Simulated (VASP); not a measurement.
VASP input:

File KPOINTS:
```
Automatic mesh
0
Gamma
6 6 6
0 0 0
```

### POSCAR
```
Si
1
    0.0000000000     2.7155000000     2.7155000000
    2.7155000000     0.0000000000     2.7155000000
    2.7155000000     2.7155000000     0.0000000000
Si
2
Direct
  0.0000000000   0.0000000000   0.0000000000
  0.2500000000   0.2500000000   0.2500000000
```

### INCAR
```
SYSTEM = Si
PREC = Accurate
ENCUT = 400
EDIFF = 1E-6
NELM = 3
ALGO = Normal
LREAL = .FALSE.
LASPH = .TRUE.
ISMEAR = 0
SIGMA = 0.05
GGA = PE
LWAVE = .FALSE.
LCHARG = .FALSE.
ISIF = 2
```

POTCAR, in this order: Si (PBE.64 set). Program: vasp_std.

Output

File standard output:
```
 POSCAR found type information on POSCAR Si
 POSCAR found :  1 types and       2 ions
 Reading from existing POTCAR
 Reading from existing POTCAR
 LDA part: xc-table for (Slater+PW92), standard interpolation
 POSCAR, INCAR and KPOINTS ok, starting setup
 WAVECAR not read
 entering main loop
       N       E                     dE             d eps       ncg     rms          rms(c)
DAV:   1     0.365081353573E+01    0.36508E+01   -0.29200E+03   256   0.629E+02
DAV:   2    -0.108413371599E+02   -0.14492E+02   -0.14358E+02   408   0.744E+01
DAV:   3    -0.110039936113E+02   -0.16266E+00   -0.16266E+00   320   0.982E+00

 -----------------------------------------------------------------------------
|                                                                             |
|           W    W    AA    RRRRR   N    N  II  N    N   GGGG   !!!           |
|           W    W   A  A   R    R  NN   N  II  NN   N  G    G  !!!           |
|           W    W  A    A  R    R  N N  N  II  N N  N  G       !!!           |
|           W WW W  AAAAAA  RRRRR   N  N N  II  N  N N  G  GGG   !            |
|           WW  WW  A    A  R   R   N   NN  II  N   NN  G    G                |
|           W    W  A    A  R    R  N    N  II  N    N   GGGG   !!!           |
|                                                                             |
|     The electronic self-consistency was not achieved in the given           |
|     number of steps (NELM). The forces and other quantities evaluated       |
|     might not be reliable so examine the results carefully. If you find     |
|     spurious results, we suggest increasing NELM, if you were close to      |
|     convergence or switching to a different ALGO or adjusting the           |
|     density mixing parameters otherwise.                                    |
|                                                                             |
 -----------------------------------------------------------------------------

   1 F= -.11003994E+02 E0= -.11003994E+02  d E =-.530778E-13
```

File OUTCAR:
```
------------------------ aborting loop EDIFF was not reached (unconverged)  ----------------------------
  FORCE on cell =-STRESS in cart. coord.  units (eV):
  Direction    XX          YY          ZZ          XY          YZ          ZX
  --------------------------------------------------------------------------------------
  Total        2.8343263      2.8343263      2.8343263     -0.0000000     -0.0000000     -0.0000000
  in kB      113.3916321    113.3916321    113.3916321     -0.0000000     -0.0000000     -0.0000000
  external PRESSURE =     113.3916321 kB  Pullay stress =       0.0000000 kB
  volume of cell :       40.05
      direct lattice vectors                 reciprocal lattice vectors
     0.000000000  2.715500000  2.715500000    -0.184128153  0.184128153  0.184128153
     2.715500000  0.000000000  2.715500000     0.184128153 -0.184128153  0.184128153
     2.715500000  2.715500000  0.000000000     0.184128153  0.184128153 -0.184128153
 POSITION                                       TOTAL-FORCE (eV/Angst)
 -----------------------------------------------------------------------------------
      0.00000      0.00000      0.00000        -0.000000     -0.000000     -0.000000
      1.35775      1.35775      1.35775         0.000000      0.000000      0.000000
 -----------------------------------------------------------------------------------
    total drift:                                0.000000      0.000000     -0.000000
  FREE ENERGIE OF THE ION-ELECTRON SYSTEM (eV)
  ---------------------------------------------------
  free  energy   TOTEN  =       -11.0039936113 eV

  energy  without entropy=      -11.0039936113  energy(sigma->0) =      -11.00399361
```
(Selected blocks of OUTCAR.)

Question: Read the log: what went wrong, and how is it fixed?

Answer: The cause: NELM is too small, so the electronic loop ends before EDIFF is met. Convergence was not reached. Against the sound run, the energy per atom (σ→0) falls by 0.092 eV/atom; the pressure goes up by 9.34 GPa; the band gap rises by 0.31 eV. To mend it, set NELM = 100.

The mended run (PBE GGA, plane waves, VASP's PBE PAW potentials (set 64)) converges, and its OSZICAR ends with
```
   1 F= -.10820774E+02 E0= -.10820774E+02  d E =-.320666E-11
```

The compound is Si in the diamond structure. The cell was not relaxed at this level.
